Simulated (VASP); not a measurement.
Runs of VASP 6.6.1 on GaN. Symmetry: P6_3mc, No. 186, hexagonal system. The conventional cell has a = 3.180 Å, b = 3.180 Å, c = 5.166 Å, α = 90.00°, β = 90.00°, γ = 120.00°. Ga (site symmetry 3m) has 4 N at 1.94 to 1.95 Å as nearest neighbours. Around N (site symmetry 3m) lie 4 Ga at 1.94 to 1.95 Å. 

```tsv
k mesh	cutoff (eV)	mesh quality	gap on the mesh (eV)	pressure (GPa)	largest force (eV/Å)
9 × 9 × 4	400	not flagged	1.96	-	0.13
9 × 9 × 4	600	not flagged	1.97	7.2	0.13
3 × 3 × 2	520	coarse	(a)	7.4	0.12
9 × 9 × 4	700	not flagged	1.97	7.2	0.13
6 × 6 × 4	520	not flagged	1.97	7.3	0.13
9 × 9 × 4	520	not flagged	1.97	7.3	0.13
12 × 12 × 8	520	not flagged	1.97	7.3	0.13
9 × 9 × 6	520	not flagged	1.97	7.3	0.13
9 × 9 × 4	450	not flagged	1.97	-	0.13
18 × 18 × 10	520	not flagged	1.97	7.3	0.13
```

Alike in all rows: task single point; level PBE; potentials or basis VASP PAW PBE potentials, release 64 (Ga_d, N); no spin polarisation; cell as given; smearing gaussian 0.02 eV.

Q: Estimate the missing entries.

A: (a) 1.94.

Caveats: some runs use coarse meshes; an odd mesh through Γ misses points on the zone boundary, where band edges often lie (some runs); the cutoff is under 1.25 times the usual one of these potentials, so pressure, stress and relaxed cells hold a basis-set (Pulay) error (some runs).

A k mesh can miss the band edges, and the runs leave out spin-orbit coupling on Ga.

Not every run made on this cell is shown here.
